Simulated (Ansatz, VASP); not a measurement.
# Ta16F (F/Ta(110)) in two plane-wave programs

Wanted: the spread between two codes on one cell, functional and k mesh. The structure shown is the start of the Ansatz relaxation below; VASP solves that cell, so the two are compared at the walk's first step.

Main program and level: Ansatz 0.2.0; plane waves, with VASP 6.6.1 beside it; PBE.

## Step 1: Starting point

The cell holds 17 atoms: 16 Ta and 1 F. Its edges and angles: a = 5.733 Å, b = 5.733 Å, c = 26.646 Å, α = 90.0°, β = 90.0°, γ = 70.5°. Vacuum lies along c.

## Step 2: Ansatz: relaxation, PBE

Ansatz runs on its default PAW (the set named soft_2) files.

The two programs are compared at the cell with which this relaxation starts, whose forces are those of its first step.

File input.yaml:

```yaml
crystal:
  lattice:
    - [4.6810468914, -3.31, 0.0]
    - [4.6810468914, 3.31, 0.0]
    - [0.0, 0.0, 26.6455904908]
  atoms:
    - { symbol: Ta, position: [0.0, 0.0, 0.3377669563] }
    - { symbol: Ta, position: [0.25, 0.25, 0.4256060098] }
    - { symbol: Ta, position: [0.0, 0.0, 0.5135350673] }
    - { symbol: Ta, position: [0.25, 0.25, 0.597952486] }
    - { symbol: Ta, position: [0.0, 0.5, 0.3377669563] }
    - { symbol: Ta, position: [0.25, 0.75, 0.4256060098] }
    - { symbol: Ta, position: [0.0, 0.5, 0.5135350673] }
    - { symbol: Ta, position: [0.25, 0.75, 0.597952486] }
    - { symbol: Ta, position: [0.5, 0.0, 0.3377669563] }
    - { symbol: Ta, position: [0.75, 0.25, 0.4256060098] }
    - { symbol: Ta, position: [0.5, 0.0, 0.5135350673] }
    - { symbol: Ta, position: [0.75, 0.25, 0.597952486] }
    - { symbol: Ta, position: [0.5, 0.5, 0.3377669563] }
    - { symbol: Ta, position: [0.75, 0.75, 0.4256060098] }
    - { symbol: Ta, position: [0.5, 0.5, 0.5135350673] }
    - { symbol: Ta, position: [0.75, 0.75, 0.597952486] }
    - { symbol: F, position: [0.42, 0.42, 0.6622330437] }
kpoints:
  mp_grid: { grid: [6, 6, 1] }
hamiltonian:
  xc: pbe
scf:
  occupations: { method: fermi_dirac, width: 0.1 }
  convergence: { dr2_threshold: 1.0e-08 }
efield:
  axis: 3
  dipole_correction: true
  ramp_position: 0.97
  ramp_width: 0.06
relax:
  f_tol: 0.02
  max_steps: 60
  constraints: [{ sites: [0, 1, 4, 5, 8, 9, 12, 13] }]
output:
  dos: { projected: true, e_range: [-8, 4] }
  write_potential: true
  write_density: true
  volumetric_format: npy
  elf: true
```

Command:

```console
> ansatz run input.yaml --threads 4 --pin off --max-ram 6144MiB --backend cpu --events-out ev --progress --plain --runs-dir out
```

Numbers of over 12 decimals in the logs are rounded to 6 here.

The program printed:

```text
Engine: ansatz 0.2.0, aarch64-unknown-linux-gnu
Pseudopotentials: kind: paw
Pseudopotential: Ta, paw, valence charge 13, recommended cutoff 420 eV (normal), Ta.paw.azcp
Pseudopotential: F, paw, valence charge 7, recommended cutoff 420 eV (normal), F.paw.azcp
Functional definition: PBE
  parameter kappa = 0.804
  parameter beta = 0.066725
  exchange = pbe_x(kappa = kappa, mu = beta*pi^2/3)
  correlation = pbe_c(beta = beta)
Crystal: 17 atoms, lattice volume = 825.708 Å³
Basis set: ecut = 420 eV, 16185 PW (Γ), exchange–correlation on 80×80×360 points (8 copies of the dense FFT grid, shifted against one another)
Bands: 129, of which v1, the nominal top of the filled ones, is band 108 counted from 1 (107 counted from 0)
Symmetry: 2 space group operations
Space group: Cm (ITA 8), of the structure as read, at distance tolerance 9.4e-5 Å
k-points: 13 of 36 (time reversal used)
Non-local potential: Ta, projectors of the file, l = 0: 3, l = 1: 2, l = 2: 2, l = 3: 1
Non-local potential: F, projectors of the file, l = 0: 2, l = 1: 2, l = 2: 1
PAW form: soft (Blöchl's): semilocal exchange-correlation on the pseudo side does not see the compensation charge
PAW one-centre angular grid: Ta, 590 points (default); XC on 64 Gauss nodes
PAW one-centre angular grid: F, 110 points (default); XC on 64 Gauss nodes
Initial density: superposition of atomic densities (neutral atoms: chi_scale 0, normalization atom), corrected by the library's trained network
Initial wavefunctions: pseudopotential atomic-orbital guess
Functional: x = pbe(κ = 0.804, μ = 0.219515), c = pbe(β = 0.066725)
SCF iter   1: F=—  HF=-159717.152727 eV  |F-HF|=—  |Δ(HF+E_count)|=         —  Δρ=7.42e-3  dr2=9.08e0  ethr=1.77e-3  p=-0.034 e·Å  D=-7.45e-3 V/Å  ΔV_dip=0.20 eV  dr2_dipole=2.35e-1  V_vac-E_F(+/−)=5.19/4.99 eV  ⟨swp⟩=10.4  Hψ=8452  notcnv=0
efield: sawtooth ramp at fractional position 0.9700 (set: `efield.ramp_position`, or a place that a band, a saddle search or an elastic batch's reference lends), width 0.0600; the density the first Hamiltonian is built on has a dipole p = -0.034 e·Å; the dipole correction subtracts the counter field D = -7.45e-3 V/Å, which shifts the + side's vacuum level by +0.20 eV against the − side's; the planar-averaged density in the ramp window peaks in size at 1.4e-5 e/Å³
preconditioner: auto → LDOS  [metal: Δε(μ)=0.024 eV  Ē_g=3.947 eV  σ=0.100 eV  W_gap=0.06  n_scr=126 (ndim 8)  ℏωp=11.9 eV  f_vac=0.569  D(μ)=21.05/eV (n_scr^D=126)  β→1.0]
SCF iter   2: F=—  HF=-159716.839203 eV  |F-HF|=—  |Δ(HF+E_count)|=   3.14e-1  Δρ=2.31e-3  dr2=1.40e-1  ethr=1.77e-3  p=-0.035 e·Å  D=-7.75e-3 V/Å  ΔV_dip=0.21 eV  dr2_dipole=4.07e-5  V_vac-E_F(+/−)=4.99/4.78 eV  ⟨swp⟩=3.6  Hψ=2275  notcnv=0  defer=7
SCF iter   3: F=—  HF=-159716.848484 eV  |F-HF|=—  |Δ(HF+E_count)|=   9.28e-3  Δρ=5.80e-4  dr2=1.05e-2  ethr=6.53e-5  p=-0.031 e·Å  D=-6.76e-3 V/Å  ΔV_dip=0.18 eV  dr2_dipole=5.87e-6  V_vac-E_F(+/−)=4.99/4.81 eV  ⟨swp⟩=2.0  Hψ=2328  notcnv=0  defer=7
SCF iter   4: F=—  HF=-159716.848800 eV  |F-HF|=—  |Δ(HF+E_count)|=   3.16e-4  Δρ=1.95e-4  dr2=5.33e-4  ethr=4.86e-6  p=-0.029 e·Å  D=-6.35e-3 V/Å  ΔV_dip=0.17 eV  dr2_dipole=8.36e-7  V_vac-E_F(+/−)=4.97/4.80 eV  ⟨swp⟩=2.2  Hψ=2236  notcnv=0  defer=7
SCF iter   5: F=—  HF=-159716.848941 eV  |F-HF|=—  |Δ(HF+E_count)|=   1.41e-4  Δρ=7.62e-5  dr2=1.13e-4  ethr=2.48e-7  p=-0.028 e·Å  D=-6.05e-3 V/Å  ΔV_dip=0.16 eV  dr2_dipole=4.91e-7  V_vac-E_F(+/−)=4.96/4.80 eV  ⟨swp⟩=3.2  Hψ=3032  notcnv=0  defer=7
SCF iter   6: F=—  HF=-159716.848970 eV  |F-HF|=—  |Δ(HF+E_count)|=   2.85e-5  Δρ=2.40e-5  dr2=9.43e-6  ethr=5.23e-8  p=-0.027 e·Å  D=-5.87e-3 V/Å  ΔV_dip=0.16 eV  dr2_dipole=3.06e-9  V_vac-E_F(+/−)=4.96/4.80 eV  ⟨swp⟩=2.0  Hψ=2402  notcnv=0  defer=7
SCF iter   7: F=—  HF=-159716.848484 eV  |F-HF|=—  |Δ(HF+E_count)|=   4.86e-4  Δρ=7.38e-6  dr2=8.33e-7  ethr=4.38e-9  p=-0.026 e·Å  D=-5.76e-3 V/Å  ΔV_dip=0.15 eV  dr2_dipole=1.58e-11  V_vac-E_F(+/−)=4.95/4.80 eV  ⟨swp⟩=2.1  Hψ=2296  notcnv=0  defer=7
SCF iter   8: F=—  HF=-159716.848484 eV  |F-HF|=—  |Δ(HF+E_count)|=   5.87e-7  Δρ=2.43e-6  dr2=1.02e-7  ethr=3.87e-10  p=-0.026 e·Å  D=-5.73e-3 V/Å  ΔV_dip=0.15 eV  dr2_dipole=1.37e-9  V_vac-E_F(+/−)=4.95/4.80 eV  ⟨swp⟩=3.2  Hψ=3158  notcnv=0  defer=7
SCF iter   9: F=—  HF=-159716.848484 eV  |F-HF|=—  |Δ(HF+E_count)|=   1.43e-7  Δρ=9.56e-7  dr2=1.49e-8  ethr=4.72e-11  p=-0.026 e·Å  D=-5.71e-3 V/Å  ΔV_dip=0.15 eV  dr2_dipole=8.94e-10  V_vac-E_F(+/−)=4.95/4.80 eV  ⟨swp⟩=2.8  Hψ=2805  notcnv=0  defer=7
SCF iter  10: F=-159716.848484 eV  HF=-159716.848484 eV  |F-HF|=1.16e-8  |Δ(HF+E_count)|=   2.36e-8  Δρ=2.59e-7  dr2=1.37e-9  ethr=4.65e-12  p=-0.026 e·Å  D=-5.71e-3 V/Å  ΔV_dip=0.15 eV  dr2_dipole=1.15e-11  V_vac-E_F(+/−)=4.95/4.80 eV  ⟨swp⟩=13.5  Hψ=12339  notcnv=0
SCF 1 converged in 10 iterations: F = -159716.848484 eV  dr2 = 1.37e-9
[...]
SCF converged after 7 iterations
Free energy (F): -159717.254719 eV
Harris-Foulkes:  -159717.254719 eV  (|F-HF|=9.81e-9)
Internal energy: -159716.536643 eV  (E = F + TS)
E sigma→0 (E₀):  -159716.895681 eV
Entropy (-TS):   -0.718076 eV (-42.240 meV/atom)
Fermi energy:    3.770193 eV
Dipole field:    D = 0.011235 V/Å  (p = 0.051267 e·Å, saw-weighted, corrected)
Work function:   Φ+ = 4.5075 eV   Φ− = 4.8068 eV
Levels:          The Fermi level and band energies are counted from a zero that moves with the ramp; work functions are not
--- Per-component energies (eV) ---
  E_band       = -4842.759980
  E_kinetic    = 6039.912451
  E_local      = -259414.028555  (includes V_loc(G=0)·N_el)
  E_nonlocal   = 311.270370
  E_hartree    = 126718.487317
  E_xc         = -3561.651454
  E_vxc        = -3348.984019  (∫ρ·V_xc dr)
  E_paw        = -134544.028864  (= ΣΔE_a)
  E_vpaw       = -1869.540615  (= ΣTr[D̂ρ^β])
  E_aug_tail   = 0.004289  (compensation charges beyond the density's cutoff)
  E_efield     = 0.000288  (sawtooth field / dipole correction)
  E_vefield    = 1.618323  (∫n·V_field dr)
  E_ewald      = 104733.497515
  E_smearing   = -0.718076  (= −TS)
  E_closure    = 0.000000  (closes the sum)
  Σ components = -159717.254719   (vs F -159717.254719, Δ=0.00e0)
--- Forces (eV/Å), atoms counted from 1 ---
  atom   1  Ta     0.00195434    -0.00000000     0.36375493
  atom   2  Ta    -0.07969710     0.00000000    -0.35910772
  atom   3  Ta     0.00035749     0.00000000     0.00433059
  atom   4  Ta    -0.00113781     0.00000000    -0.00817878
  atom   5  Ta     0.01025509     0.01597567     0.41296684
  atom   6  Ta     0.00850941    -0.03017232    -0.43023808
  atom   7  Ta    -0.00230860    -0.00061024    -0.00120471
  atom   8  Ta     0.00116312     0.00428297     0.00759975
  atom   9  Ta     0.01025509    -0.01597567     0.41296684
  atom  10  Ta     0.00850941     0.03017232    -0.43023808
  atom  11  Ta    -0.00230860     0.00061024    -0.00120471
  atom  12  Ta     0.00116312    -0.00428297     0.00759975
  atom  13  Ta    -0.00006530     0.00000000     0.46631014
  atom  14  Ta     0.04376558    -0.00000000    -0.43718112
  atom  15  Ta    -0.00482283     0.00000000    -0.00278441
  atom  16  Ta     0.00322571     0.00000000    -0.00426421
  atom  17  F      0.00117282    -0.00000000    -0.00113284
  max |Σ_I F_I| component: 9.04e-6 eV/Å
--- Band table (eV; the first three rows and the last of 13) ---
  k-point 0: bands = [... 104 lower, 3.8612, 3.9615, 4.1711, 4.1758, 4.3181, 4.8119, 4.9382, 4.9774, ... 17 higher]
  k-point 1: bands = [... 104 lower, 3.7220, 3.7829, 3.9547, 4.1056, 4.4011, 4.4472, 4.5412, 4.6271, ... 17 higher]
  k-point 2: bands = [... 104 lower, 3.4685, 3.5518, 3.6118, 3.6663, 3.7084, 3.7720, 3.8317, 3.9746, ... 17 higher]
  k-point 12: bands = [... 104 lower, 3.7817, 3.8800, 3.9132, 3.9696, 3.9962, 4.0261, 4.0743, 4.1208, ... 17 higher]
--- Relaxed structure (7 steps of the walk, 7 accepted, 0 SCFs on fresh bases) ---
  F+E_penalty+E_count = -159717.25471913 eV   max|allowed force component| = 8.179e-3 eV/Å
  atoms:
    - { symbol: Ta, position: [0.0, 0.0, 0.337767] }
    - { symbol: Ta, position: [0.250000, 0.250000, 0.425606] }
    - { symbol: Ta, position: [-0.000267517, -0.000267517, 0.513321] }
    - { symbol: Ta, position: [0.242054, 0.242054, 0.598579] }
    - { symbol: Ta, position: [-2.7755575615628914e-17, 0.5, 0.337767] }
    - { symbol: Ta, position: [0.25, 0.750000, 0.425606] }
    - { symbol: Ta, position: [0.000711221, 0.498112, 0.513149] }
    - { symbol: Ta, position: [0.243020, 0.755588, 0.600691] }
    - { symbol: Ta, position: [0.5, -2.7755575615628914e-17, 0.337767] }
    - { symbol: Ta, position: [0.750000, 0.25, 0.425606] }
    - { symbol: Ta, position: [0.498112, 0.000711221, 0.513149] }
    - { symbol: Ta, position: [0.755588, 0.243020, 0.600691] }
    - { symbol: Ta, position: [0.500000, 0.500000, 0.337767] }
    - { symbol: Ta, position: [0.750000, 0.750000, 0.425606] }
    - { symbol: Ta, position: [0.499970, 0.499970, 0.514852] }
    - { symbol: Ta, position: [0.754469, 0.754469, 0.594765] }
    - { symbol: F, position: [0.434462, 0.434462, 0.651580] }
```

The column dr2 measures how far the density is from self-consistency, as an energy; F and HF (Harris–Foulkes) agree once it is small.

[end of part 1 of 2]

[Lines on the potential files, build, host, timing and source positions are cut from VASP's logs without a mark.]

[Logs are printed without paths, hosts, clocks, repeated set-up lines and the standing remarks that a program may print on its own settings, such as how far it seeks lower states.]

[Hosts, paths, dates, database ids (printed as entryN), source tags and the programs' standing remarks are cut or masked in the printed files.]
